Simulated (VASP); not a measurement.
Sn3Pb5Se8:

```
Sn Pb Se
1.0
     0.00000    6.08331   -6.08331
    -6.08331    0.00000   -6.08331
    -6.08331    6.08331    0.00000
Sn Pb Se
3 5 8
Direct
  0.50000 0.50000 0.00000
  0.00000 0.50000 0.00000
  0.50000 0.00000 0.00000
  0.00000 0.00000 0.00000
  0.50000 0.50000 0.50000
  0.00000 0.50000 0.50000
  0.50000 0.00000 0.50000
  0.00000 0.00000 0.50000
  0.75000 0.75000 0.25000
  0.25000 0.75000 0.25000
  0.75000 0.25000 0.25000
  0.25000 0.25000 0.25000
  0.75000 0.75000 0.75000
  0.25000 0.75000 0.75000
  0.75000 0.25000 0.75000
  0.25000 0.25000 0.75000
```

The cell was built by a generator and needn't be a form met in nature.

```yaml
Program: VASP 6.6.1
Task: relaxation of cell and atoms
Functional: PBEsol
Potentials_or_basis: VASP PAW PBE potentials, release 64 (Sn_d, Pb_d, Se)
Cutoff: 600 eV
k_mesh: 6 × 6 × 5
Occupations: gaussian, width 0.03 eV
Spin: no spin polarisation
```

At the start: pressure -0.8 GPa; volume 28.14 Å³/atom.

Problem. How do energy, volume and symmetry change on relaxing?

Solution. Over 5 steps the energy falls by 4.7 meV/atom and the volume is 27.64 Å³/atom (-1.8 %); space group R-3m (No. 166, to 0.05 Å).

The path:
```tsv
step	energy change (eV)	largest force (eV/Å)	pressure (GPa)	volume (Å³)
1	0.0000	0.3061	-0.84	450.25
2	-0.0416	0.2444	0.28	440.71
3	-0.0418	0.2396	0.36	440.01
4	-0.0627	0.1415	0.23	440.87
5	-0.0747	0.0036	0.04	442.16
```

Final structure:
```
CELL_PARAMETERS angstrom
0.00000 6.04687 -6.04687
-6.04687 0.00000 -6.04687
-6.04651 6.04651 -0.00036
ATOMIC_POSITIONS crystal
Sn 0.50000 0.50000 0.00000
Sn 0.00000 0.50000 0.00000
Sn 0.50000 0.00000 0.00000
Pb 0.00000 0.00000 0.00000
Pb 0.50000 0.50000 0.50000
Pb 0.00000 0.50000 0.50000
Pb 0.50000 0.00000 0.50000
Pb 0.00000 0.00000 0.50000
Se 0.75000 0.75000 0.24448
Se 0.25552 0.75000 0.24448
Se 0.75000 0.25552 0.24448
Se 0.25275 0.25275 0.24175
Se 0.74725 0.74725 0.75825
Se 0.25000 0.74448 0.75552
Se 0.74448 0.25000 0.75552
Se 0.25000 0.25000 0.75552
```

Caveat: the PAW data sets were made with another functional, which shifts forces and pressure a little.
